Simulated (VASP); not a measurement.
Given:

```
WSe2
1.0
    1.63373    -2.82971     0.00000
    1.63373     2.82971     0.00000
    0.00000     0.00000    12.94302
W Se
2 4
Direct
  0.33333   0.66667   0.25000
  0.66667   0.33333   0.75000
  0.33333   0.66667   0.87910
  0.66667   0.33333   0.37910
  0.66667   0.33333   0.12090
  0.33333   0.66667   0.62090
```

All values below come from optB86b-vdW, VASP's PBE PAW potentials (set 64) (plane waves; VASP). Numerical set-up: 520 eV cut-off, 8×8×2 Γ-centred mesh, Gaussian smearing of 0.050 eV, potentials W_sv Se.

### Question
The ions and cell shape at fixed volume are relaxed. Which structure does the run end with?

### Answer

```
WSe2
1.0
    1.64204    -2.84409     0.00000
    1.64204     2.84409     0.00000
    0.00000     0.00000    12.81242
W Se
2 4
Direct
  0.33333   0.66667   0.25000
  0.66667   0.33333   0.75000
  0.33333   0.66667   0.88185
  0.66667   0.33333   0.38185
  0.66667   0.33333   0.11815
  0.33333   0.66667   0.61815
```
Space group P6_3/mmc (194), at a tolerance of 0.03 Å.

### Question
How much energy does the relaxation gain?

### Answer
The energy (σ→0) changes by -5.3 meV/atom, in 5 ionic steps.

The compound is WSe2 in the 2H layered structure. This cell is one point of a volume scan, at 0.97 of the reference volume. Symmetry was kept, so distortions that lower it aren't found.
